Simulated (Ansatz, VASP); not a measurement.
# Bi (bismuthene bilayer, AB): VASP beside Ansatz

One calculation is typed for both programs; each brings its own data sets. How far apart do they land? The structure shown is the end of the Ansatz relaxation below.

Program: Ansatz 0.2.0. Level of theory: plane waves, with VASP 6.6.1 beside it; single point at PBE with D3(BJ). Results are calculated unless marked as measured.

## Step 1: The starting structure

The cell holds 4 atoms: 4 Bi. Its edges and angles: a = 4.389 Å, b = 4.389 Å, c = 43.980 Å, α = 90.0°, β = 90.0°, γ = 120.0°. Vacuum lies along c.

## Step 2: Ansatz: relaxation, PBE with D3(BJ)

Ansatz runs on its default PAW (the set named soft_2) files.

This run makes the geometry at which the two programs are then compared.

File input.yaml:

```yaml
crystal:
  lattice:
    - [4.34, 0.0, 0.0]
    - [-2.17, 3.7585502524, 0.0]
    - [0.0, 0.0, 43.9800000012]
  atoms:
    - { symbol: Bi, position: [0.6666666667, 0.3333333333, 0.4263301501] }
    - { symbol: Bi, position: [0.3333333333, 0.6666666667, 0.465893588] }
    - { symbol: Bi, position: [0.0, 0.0, 0.534106412] }
    - { symbol: Bi, position: [0.6666666667, 0.3333333333, 0.5736698499] }
  periodic: [true, true, false]
kpoints:
  mp_grid: { grid: [12, 12, 1] }
hamiltonian:
  xc: pbe
  dispersion: d3bj
scf:
  occupations: { method: fermi_dirac, width: 0.05 }
  convergence: { dr2_threshold: 1.0e-09 }
relax:
  f_tol: 0.004
  max_steps: 90
  cell: {}
output:
  write_potential: true
  write_density: true
  volumetric_format: npy
```

Launch:

```sh
$ ansatz run input.yaml --threads 4 --pin off --max-ram 12288MiB --backend cpu --events-out ev --progress --plain --runs-dir out
```

Numbers of over 12 decimals in the logs are rounded to 6 here.

The log of the run:

```text
Warning: relax.cell: scf.convergence.dr2_threshold = 1e-9 eV is looser than the 1.47280610848e-10 eV advised for a relaxation that steers and ends on the stress (1e-10 eV for each atom of the cell: 4, times the square of relax.cell.stress_2d_tol = 0.05 N/m over 16.5 Å (the atoms' height at the walk's start and 5 Å past either face), 3.034e-2 GPa, over a crystal's default 0.05). What an SCF threshold leaves in a stress goes as its square root, and in the free energy as the threshold itself, and one threshold admits the most on a small cell: [figures from the program's tests cut] Set scf.convergence.dr2_threshold to 1.47280610848e-10 eV or tighter. [rest of the remark cut]
Engine: ansatz 0.2.0, aarch64-unknown-linux-gnu
Pseudopotentials: kind: paw
Pseudopotential: Bi, paw, valence charge 15, recommended cutoff 420 eV (normal), Bi.paw.azcp
Functional definition: PBE
  parameter kappa = 0.804
  parameter beta = 0.066725
  exchange = pbe_x(kappa = kappa, mu = beta*pi^2/3)
  correlation = pbe_c(beta = beta)
Crystal: 4 atoms, lattice volume = 717.407 Å³
Basis set: ecut = 420 eV, 14097 PW (Γ), exchange–correlation on 60×60×600 points (8 copies of the dense FFT grid, shifted against one another)
Bands: 36, of which v1, the nominal top of the filled ones, is band 30 counted from 1 (29 counted from 0)
Symmetry: 12 space group operations
Space group: P-3m1 (ITA 164), of the structure as read, at distance tolerance 9.0e-5 Å
k-points: 19 of 144
Non-local potential: Bi, projectors of the file, l = 0: 2, l = 1: 2, l = 2: 2, l = 3: 2
PAW form: soft (Blöchl's): semilocal exchange-correlation on the pseudo side does not see the compensation charge
PAW one-centre angular grid: Bi, 590 points (default); XC on 64 Gauss nodes
Initial density: superposition of atomic densities (neutral atoms: chi_scale 0, normalization atom), corrected by the library's trained network
Initial wavefunctions: pseudopotential atomic-orbital guess
Functional: x = pbe(κ = 0.804, μ = 0.219515), c = pbe(β = 0.066725)
SCF iter   1: F=—  HF=-49587.099961 eV  |F-HF|=—  |Δ(HF+E_count)|=         —  Δρ=6.95e-4  dr2=1.05e-2  ethr=1.77e-3  ⟨swp⟩=15.9  Hψ=4740  notcnv=0
preconditioner: auto → LDOS  [insulator: Δε(μ)=0.216 eV  Ē_g=7.597 eV  σ=0.050 eV  W_gap=0.70  n_scr=78 (ndim 8)  ℏωp=6.2 eV  f_vac=0.754  D(μ)=0.16/eV (n_scr^D=2)  ε∞_Penn≈1.7  β→1.0]
SCF iter   2: F=—  HF=-49587.113183 eV  |F-HF|=—  |Δ(HF+E_count)|=   1.32e-2  Δρ=1.05e-3  dr2=1.02e-1  ethr=1.74e-5  ⟨swp⟩=3.8  Hψ=1811  notcnv=0  defer=7
SCF iter   3: F=—  HF=-49587.104143 eV  |F-HF|=—  |Δ(HF+E_count)|=   9.04e-3  Δρ=4.37e-4  dr2=1.62e-2  ethr=1.74e-5  ⟨swp⟩=3.4  Hψ=1511  notcnv=0  defer=7
SCF iter   4: F=—  HF=-49587.102512 eV  |F-HF|=—  |Δ(HF+E_count)|=   1.63e-3  Δρ=8.55e-5  dr2=4.07e-4  ethr=1.74e-5  ⟨swp⟩=2.2  Hψ=782  notcnv=0  defer=7
SCF iter   5: F=—  HF=-49587.102407 eV  |F-HF|=—  |Δ(HF+E_count)|=   1.05e-4  Δρ=2.01e-5  dr2=2.61e-5  ethr=6.78e-7  ⟨swp⟩=2.4  Hψ=1237  notcnv=0  defer=7
SCF iter   6: F=—  HF=-49587.102443 eV  |F-HF|=—  |Δ(HF+E_count)|=   3.61e-5  Δρ=9.84e-6  dr2=1.36e-6  ethr=4.34e-8  ⟨swp⟩=3.1  Hψ=1353  notcnv=0  defer=7
SCF iter   7: F=—  HF=-49587.102508 eV  |F-HF|=—  |Δ(HF+E_count)|=   6.53e-5  Δρ=2.48e-6  dr2=6.77e-8  ethr=2.27e-9  ⟨swp⟩=3.0  Hψ=1409  notcnv=0  defer=6
SCF iter   8: F=—  HF=-49587.102508 eV  |F-HF|=—  |Δ(HF+E_count)|=   1.14e-8  Δρ=1.12e-6  dr2=4.71e-8  ethr=1.13e-10  ⟨swp⟩=3.1  Hψ=1478  notcnv=0  defer=6
SCF iter   9: F=—  HF=-49587.102508 eV  |F-HF|=—  |Δ(HF+E_count)|=   3.52e-9  Δρ=4.43e-7  dr2=6.29e-9  ethr=7.85e-11  ⟨swp⟩=2.5  Hψ=1190  notcnv=0  defer=6
SCF iter  10: F=-49587.102508 eV  HF=-49587.102508 eV  |F-HF|=5.09e-11  |Δ(HF+E_count)|=  5.17e-10  Δρ=7.92e-8  dr2=1.43e-10  ethr=1.67e-12  ⟨swp⟩=10.7  Hψ=6089  notcnv=0
SCF 1 converged in 10 iterations: F = -49587.102508 eV  dr2 = 1.43e-10
  greatest PAW one-centre occupation: 0.987 electrons in one spin orbital (limit 2), on the Bi atom at site 2 (counted from 0), in its partial waves of l = 2
relax step   1: F+E_penalty+E_count = -49587.10250794 eV  Δ(F+E_penalty+E_count) = +0.000e0 eV  max|allowed force component| = 2.062e-1 eV/Å  Δτ_max = 0.0000 Å  P = -0.448 N/m  Ω = 717.407 Å³  fix = [c, alpha, beta]  reactions: c -0.000 N/m  (10 SCF iters, accepted)
[...]
relax step   7: F+E_penalty+E_count = -49587.17345782 eV  Δ(F+E_penalty+E_count) = -3.669e-5 eV  max|allowed force component| = 1.501e-3 eV/Å  Δτ_max = 0.0071 Å  P = -0.005 N/m  Ω = 733.773 Å³  energy of the carried Pulay correction = -5.778e-4 eV  fix = [c, alpha, beta]  reactions: c -0.000 N/m  (7 SCF iters, accepted)
[...]
relax step   8: F+E_penalty+E_count = -49587.17402939 eV  Δ(F+E_penalty+E_count) = -5.716e-4 eV  max|allowed force component| = 1.520e-3 eV/Å  Δτ_max = 0.0000 Å  P = -0.007 N/m  Ω = 733.773 Å³  fix = [c, alpha, beta]  reactions: c -0.000 N/m  stress off target by 6.78e-3 N/m on what of the cell is left free  SCF on the basis re-selected at this cell (its energy is not comparable with the rows above)  (6 SCF iters)
basis re-selected at this cell: Δ(F+E_penalty+E_count) = -5.716e-4 eV, ΔP = -0.002 N/m vs the last step (what re-selecting the basis moved, of the pressure what is left beyond the Pulay correction that the steps carried, after the strain that the cell walked since its last selection, with what the two solves' SCF thresholds leave and, on support functions, any second-order correction that the steps lacked; it is no m [...]
WARN: The input density's exchange-correlation potential varies sharply where the density is thin. Do not read a vacuum level from v_tot or v_xc, or from such a field of the output density. On a cell that repeats whose density bears no net charge and no dipole along the vacuum's axis use v_es (v_loc + v_h of the components); under efield.dipole_correction with no amplitude use v_es + v_field, which holds any external [...]
SCF converged after 6 iterations
Free energy (F): -49587.174029 eV
Harris-Foulkes:  -49587.174029 eV  (|F-HF|=1.66e-7)
Internal energy: -49587.171246 eV  (E = F + TS)
E sigma→0 (E₀):  -49587.172638 eV
Entropy (-TS):   -0.002784 eV (-0.696 meV/atom)
Fermi energy:    -3.849627 eV
--- Per-component energies (eV) ---
  E_band       = -1255.137489
  E_kinetic    = 1209.571664
  E_local      = -169012.016371  (includes V_loc(G=0)·N_el)
  E_nonlocal   = 2237.171226
  E_hartree    = 83014.727083
  E_xc         = -603.514722
  E_vxc        = -574.843802  (∫ρ·V_xc dr)
  E_paw        = -42653.028172  (= ΣΔE_a)
  E_vpaw       = -1144.469610  (= ΣTr[D̂ρ^β])
  E_aug_tail   = -0.001740  (compensation charges beyond the density's cutoff)
  E_ewald      = 76221.210377
  E_disp       = -1.290591  (pairwise vdW)
  E_smearing   = -0.002784  (= −TS)
  E_closure    = 0.000000  (closes the sum)
  Σ components = -49587.174029   (vs F -49587.174029, Δ=0.00e0)
--- Forces (eV/Å), atoms counted from 1 ---
  atom   1  Bi    -0.00000000     0.00000000     0.00139733
  atom   2  Bi     0.00000000    -0.00000000    -0.00151964
  atom   3  Bi    -0.00000000     0.00000000     0.00151964
  atom   4  Bi     0.00000000    -0.00000000    -0.00139733
  max |Σ_I F_I| component: 4.63e-18 eV/Å
--- 2D stress c σ (N/m, compression-positive) ---
       -0.006784      -0.000000      -0.000000
       -0.000000      -0.006784       0.000000
       -0.000000       0.000000      -0.000000
  P = ½ c Tr σ = -0.0068 N/m
--- Band table (eV; the first three rows and the last of 19) ---
  k-point 0: bands = [... 26 lower, -4.6402, -4.3988, -4.3142, -4.3142, -4.0147, -2.2955, -2.2955, -2.0822, ... 2 higher]
  k-point 1: bands = [... 26 lower, -4.9715, -4.8387, -4.3963, -3.9594, -3.3680, -2.7448, -2.1768, -1.8231, ... 2 higher]
  k-point 2: bands = [... 26 lower, -5.2331, -5.1793, -4.6476, -4.3762, -3.2125, -2.4268, -1.9627, -1.8564, ... 2 higher]
  k-point 18: bands = [... 26 lower, -6.9020, -6.0853, -6.0853, -5.6718, -2.7740, -2.7740, -1.9408, -0.2823, ... 2 higher]
  the weakly bound empty levels are not read free of the cell's end (no_gap_told)
--- Relaxed structure (7 steps of the walk, 5 accepted, 1 SCFs on fresh bases) ---
  F+E_penalty+E_count = -49587.17402939 eV   max|allowed force component| = 1.520e-3 eV/Å   (the final SCF, on the basis selected at the relaxed cell)
  cell:  # Å, volume = 733.7729 Å³
    - [4.389225, 0, 0]
    - [-2.194613, 3.801181, 0]
    - [0, 0, 43.9800000012]
  atoms:
    - { symbol: Bi, position: [0.666667, 0.333333, 0.433075] }
    - { symbol: Bi, position: [0.333333, 0.666667, 0.471522] }
    - { symbol: Bi, position: [1.0943193270398932e-18, 1.1440497195315401e-17, 0.528478] }
    - { symbol: Bi, position: [0.666667, 0.333333, 0.566925] }
```

The column dr2 measures how far the density is from self-consistency, as an energy; F and HF (Harris–Foulkes) agree once it is small.

## Step 3: VASP: single point, PBE with D3(BJ)

The same cell, functional, mesh and smearing now go to VASP, with its own data sets.

Lines of VASP's logs that name or quote its potential files are left out, and so is its time.

File INCAR:

```
SYSTEM = Bi
PREC = Accurate
ENCUT = 400
EDIFF = 1E-06
NELM = 120
ISMEAR = -1
SIGMA = 0.05
LREAL = .FALSE.
ALGO = Normal
GGA = PE
IVDW = 12
NBANDS = 37
LORBIT = 11
LWAVE = .FALSE.
LCHARG = .FALSE.
ISIF = 2
LDIPOL = .TRUE.
IDIPOL = 3
DIPOL = 0.5 0.5 0.5
LVHAR = .TRUE.
LASPH = .TRUE.
GGA_COMPAT = .FALSE.
NELMDL = -8
KPAR = 2
```

File POSCAR:

```
Bi
1.0
    4.3892254909      0.0000000000      0.0000000000
   -2.1946127454      3.8011807780      0.0000000000
    0.0000000000      0.0000000000     43.9800000012
Bi
4
Direct
    0.6666666667      0.3333333333      0.4330753060
    0.3333333333      0.6666666667      0.4715219689
    0.0000000000      0.0000000000      0.5284780311
    0.6666666667      0.3333333333      0.5669246940
```

File KPOINTS:

```
Automatic mesh
0
Gamma
12 12 1
0 0 0
```

Potentials, in the order of the species: Bi_d (PBE family, release 64).

Launch:

```sh
$ mpirun -np 2 vasp_std
```

The log of the run:

```text
[banner, memory and clock lines left out]
running    2 mpi-ranks, on    1 nodes
 distrk:  each k-point on    1 cores,    2 groups
 distr:  one band on    1 cores,    1 groups

 POSCAR found type information on POSCAR Bi
 POSCAR found :  1 types and       4 ions
 LDA part: xc-table for (Slater+PW92), standard interpolation
 POSCAR, INCAR and KPOINTS ok, starting setup
 FFT: planning ... GRIDC
 FFT: planning ... GRID_SOFT
 FFT: planning ... GRID
 WAVECAR not read
 entering main loop
       N       E                     dE             d eps       ncg     rms          rms(c)
DAV:   1     0.474954105054E+03    0.47495E+03   -0.25041E+04  1950   0.102E+03
DAV:   2     0.218780987883E+02   -0.45308E+03   -0.44912E+03  1750   0.335E+02
DAV:   3    -0.140522571440E+02   -0.35930E+02   -0.35812E+02  1680   0.115E+02
DAV:   4    -0.152386023298E+02   -0.11863E+01   -0.11856E+01  1701   0.226E+01
DAV:   5    -0.152844999926E+02   -0.45898E-01   -0.45897E-01  1894   0.396E+00
DAV:   6    -0.152858399205E+02   -0.13399E-02   -0.13399E-02  2044   0.624E-01
DAV:   7    -0.152858762033E+02   -0.36283E-04   -0.36283E-04  2068   0.899E-02
DAV:   8    -0.152858775158E+02   -0.13125E-05   -0.13124E-05  1487   0.149E-02    0.185E+00
DAV:   9    -0.152400652286E+02    0.45812E-01   -0.50202E-02  1667   0.285E+00    0.115E+00
DAV:  10    -0.152162705101E+02    0.23795E-01   -0.83293E-02  1618   0.479E+00    0.216E-01
DAV:  11    -0.152172876222E+02   -0.10171E-02   -0.23748E-02  1742   0.199E+00    0.172E-01
DAV:  12    -0.152172077204E+02    0.79902E-04   -0.21147E-03  1849   0.425E-01    0.113E-01
DAV:  13    -0.152168235602E+02    0.38416E-03   -0.19486E-03  1646   0.394E-01    0.445E-02
DAV:  14    -0.152168296877E+02   -0.61274E-05   -0.32043E-04  1643   0.249E-01    0.226E-02
DAV:  15    -0.152168676065E+02   -0.37919E-04   -0.26381E-04  1552   0.219E-01    0.171E-02
DAV:  16    -0.152168646891E+02    0.29174E-05   -0.55457E-05  1712   0.107E-01    0.866E-03
DAV:  17    -0.152169602466E+02   -0.95558E-04   -0.14532E-05  1189   0.365E-02    0.483E-03
DAV:  18    -0.152170626521E+02   -0.10241E-03   -0.19968E-05  1132   0.200E-02    0.350E-03
DAV:  19    -0.152171582874E+02   -0.95635E-04   -0.56800E-06  1066   0.278E-02    0.123E-03
DAV:  20    -0.152171859401E+02   -0.27653E-04   -0.19241E-06  1171   0.672E-03    0.118E-03
DAV:  21    -0.152172102736E+02   -0.24334E-04   -0.10871E-06  1066   0.168E-02    0.672E-04
DAV:  22    -0.152172149378E+02   -0.46641E-05   -0.21846E-07  1145   0.402E-03    0.463E-04
DAV:  23    -0.152172199056E+02   -0.49678E-05   -0.13413E-07  1013   0.225E-03    0.365E-04
DAV:  24    -0.152172205414E+02   -0.63584E-06   -0.25143E-08   974   0.170E-03
   1 F= -.16507847E+02 E0= -.16506438E+02  d E =-.281775E-02
```

OUTCAR, selected parts (step 3):

```text
ion  position               nearest neighbor table
   1  0.667  0.333  0.433-   2 3.05   2 3.05   2 3.05
   2  0.333  0.667  0.472-   1 3.05   1 3.05   1 3.05   3 3.56   3 3.56   3 3.56
   3  0.000  0.000  0.528-   4 3.05   4 3.05   4 3.05   2 3.56   2 3.56   2 3.56
   4  0.667  0.333  0.567-   3 3.05   3 3.05   3 3.05

  LATTYP: Found a hexagonal cell.
 ALAT       =     4.3892254909
 C/A-ratio  =    10.0199910195

 Subroutine GETGRP returns: Found 12 space group operations
 (whereof  6 operations were pure point group operations)

The static configuration has the point symmetry C_3v.
 The point group associated with its full space group is D_3d.

 Found     19 irreducible k-points:

   k-points           NKPTS =     19   k-points in BZ     NKDIM =     19   number of bands    NBANDS=     37

   dimension x,y,z NGX =    30 NGY =   30 NGZ =  288
   dimension x,y,z NGXF=    60 NGYF=   60 NGZF=  576

   ENCUT  =  400.0 eV  29.40 Ry    5.42 a.u.   7.16  7.16 71.72*2*pi/ulx,y,z

   NELECT =      60.0000    total number of electrons

 k-points in reciprocal lattice and weights: Automatic mesh
   0.00000000  0.00000000  0.00000000       0.007
   0.08333333 -0.00000000  0.00000000       0.042
   0.16666667 -0.00000000  0.00000000       0.042
   0.25000000 -0.00000000  0.00000000       0.042
   0.33333333  0.00000000  0.00000000       0.042
   0.41666667  0.00000000  0.00000000       0.042
   0.50000000 -0.00000000  0.00000000       0.021
   0.08333333  0.08333333  0.00000000       0.042
   0.16666667  0.08333333  0.00000000       0.083
[...]
0.33333333  0.25000000  0.00000000       0.083
   0.33333333  0.33333333  0.00000000       0.014

 dipolmoment           0.000000      0.000000     -0.000000 electrons x Angstroem

 average (electrostatic) potential at core
       1-112.7958       2-112.8628       3-112.8628       4-112.7958

 E-fermi :  -1.8586

 k-point     1 :       0.0000    0.0000    0.0000
  band No.  band energies     occupation
    ...
     27      -2.6512      2.00000
     28      -2.4105      1.99997
     29      -2.3260      1.99983
     30      -2.3260      1.99983
     31      -2.0395      1.94773
     32      -0.3042      0.00000
     33      -0.3042      0.00000
     34      -0.0959      0.00000
     35       0.5822      0.00000
     36       0.5822      0.00000
    ...

 k-point     2 :       0.0833   -0.0000    0.0000
  band No.  band energies     occupation
    ...
     26      -3.2867      2.00000
     27      -2.9820      2.00000
     28      -2.8495      2.00000
     29      -2.4082      1.99997
     30      -1.9683      1.79947
     31      -1.3875      0.00016
     32      -0.7602      0.00000
     33      -0.1853      0.00000
     34       0.1656      0.00000
     35       0.7208      0.00000
    ...

 k-point     3 :       0.1667   -0.0000    0.0000
  band No.  band energies     occupation
    ...
     26      -3.8524      2.00000
     27      -3.2437      2.00000
     28      -3.1850      2.00000
     29      -2.6595      2.00000
     30      -2.3835      1.99994
     31      -1.2302      0.00001
     32      -0.4376      0.00000
     33       0.0295      0.00000
     34       0.1239      0.00000
     35       1.0475      0.00000
    ...

 Edisp (eV)   -1.29063

  Total      -0.09139    -0.09139    -0.06189    -0.00000     0.00000     0.00000
  in kB      -0.19954    -0.19954    -0.13514    -0.00000     0.00000     0.00000
  external pressure =       -0.18 kB  Pullay stress =        0.00 kB

  energy-cutoff  :      400.00
  volume of cell :      733.77
      direct lattice vectors                 reciprocal lattice vectors
     4.389225491  0.000000000  0.000000000     0.227830628  0.131538074  0.000000000
    -2.194612745  3.801180778  0.000000000     0.000000000  0.263076149  0.000000000
     0.000000000  0.000000000 43.980000001     0.000000000  0.000000000  0.022737608

 POSITION                                       TOTAL-FORCE (eV/Angst)
 -----------------------------------------------------------------------------------
      2.19461      1.26706     19.04665        -0.000000      0.000000     -0.012325
     -0.00000      2.53412     20.73754        -0.000000      0.000000      0.012688
      0.00000      0.00000     23.24246         0.000000      0.000000     -0.012688
      2.19461      1.26706     24.93335         0.000000     -0.000000      0.012325
 -----------------------------------------------------------------------------------
    total drift:                               -0.000000      0.000000     -0.000000

  FREE ENERGIE OF THE ION-ELECTRON SYSTEM (eV)
  ---------------------------------------------------
  free  energy   TOTEN  =       -16.5078472176 eV

  energy  without entropy=      -16.5050294707  energy(sigma->0) =      -16.50643834

 vacuum level on the upper side and lower side of the slab         1.994         1.994

 total charge
# of ion       s       p       d       tot
------------------------------------------
    1        1.523   1.383   9.901  12.808
    2        1.529   1.372   9.913  12.813
    3        1.529   1.372   9.913  12.813
    4        1.523   1.383   9.901  12.808
--------------------------------------------------
tot          6.104   5.510  39.629  51.243

[... 3 further parts left out ...]
```

## Step 4: Side by side

Known differences besides the potentials themselves: Ansatz cuts the interaction across the vacuum, VASP repeats the sheet with a dipole correction; the cutoff is 420 eV in Ansatz and 400 eV in VASP. Total energies have different zeros and are not compared.

At this near-relaxed geometry the largest component of a force difference is 14 meV/Å. With vacuum in the cell, a pressure given here is an average over mostly empty space and none of the material.

## Step 5: Summary of results

```yaml
r_m_s_force_difference_single_point_pbe_with_d3_bj: 8.1 meV/Å
```

What this shows: The r.m.s. force difference is 8.1 meV/Å (single point, PBE with D3(BJ)), within the 12 meV/Å picked in this series as the mark of a large difference. How closely two codes agree says nothing of how well the functional describes the real material.

[Lines on the potential files, build, host, timing and source positions are cut from VASP's logs without a mark.]

[Logs are printed without paths, hosts, clocks, repeated set-up lines and the standing remarks that a program may print on its own settings, such as how far it seeks lower states.]

[Hosts, paths, dates, database ids (printed as entryN), source tags and the programs' standing remarks are cut or masked in the printed files.]
